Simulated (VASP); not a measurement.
Consider the following.

```
InTl3
1.0
    4.81314     0.00000     0.00000
    0.00000     4.81314     0.00000
    0.00000     0.00000     4.81314
Tl In
3 1
Direct
  0.50000   0.50000   0.00000
  0.00000   0.50000   0.50000
  0.50000   0.00000   0.50000
  0.00000   0.00000   0.00000
```

Method: PBEsol GGA with spin-orbit coupling, VASP's PBE PAW potentials (set 64) (plane waves; VASP). Run with 400 eV cut-off, 6×6×6 Γ-centred mesh, Gaussian smearing of 0.050 eV, potentials Tl_d In_d.

Problem. Estimate the energy per atom (σ→0), band gap (over mesh and band path) with the smallest direct gap where there is one.

Solution. 
```json
{
 "band gap (over mesh and band path)": "none (metal, semimetal or under 0.01 eV)",
 "energy per atom (σ→0)": "-2.920 eV/atom"
}
```

The structure comes from a computed database's Tl3In entry (Pm-3m); how it stands against other phases isn't given here. It was relaxed first, which changed the volume by -6 %.
